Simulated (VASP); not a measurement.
Here is the system:

```
Bi2Te3
1.0
   10.24168    -2.19000     0.00000
   10.24168     2.19000     0.00000
    9.77339     0.00000     3.76417
Bi Te
2 3
Direct
  0.40000   0.40000   0.40000
  0.60000   0.60000   0.60000
  0.00000   0.00000   0.00000
  0.21000   0.21000   0.21000
  0.79000   0.79000   0.79000
```

Calculation: LDA (Ceperley-Alder, Perdew-Zunger), VASP's LDA PAW potentials (set 64) (plane waves; VASP 6.6.1). Numerical set-up: 300 eV cut-off, 3×3×3 Γ-centred mesh, Fermi-Dirac smearing of 0.020 eV, potentials Bi_d Te.

At this cut-off the stress carries a Pulay error, which pulls relaxed volumes low.

**Question.** Which forces act on the atoms, in eV/Å?

**Answer.** 
```json
[
 {"atom": "Bi1", "Fx": "0.001", "Fy": "0.000", "Fz": "0.000"},
 {"atom": "Bi2", "Fx": "-0.001", "Fy": "0.000", "Fz": "0.000"},
 {"atom": "Te3", "Fx": "0.000", "Fy": "0.000", "Fz": "0.000"},
 {"atom": "Te4", "Fx": "0.180", "Fy": "0.000", "Fz": "0.022"},
 {"atom": "Te5", "Fx": "-0.180", "Fy": "0.000", "Fz": "-0.022"}
]
```

**Question.** Give the stress tensor in GPa (positive for a compressed cell).

**Answer.** 
```
-2.35   0.00  -0.17
 0.00  -0.98   0.00
-0.17   0.00  -1.00
```
The pressure is its mean diagonal, -1.44 GPa.

The structure is a typed Bi2Te3 crystal. The cell was not relaxed at this level. The k-mesh is coarse (spacing up to 0.56 per Å, 2π included), so the numbers may not be converged in it.
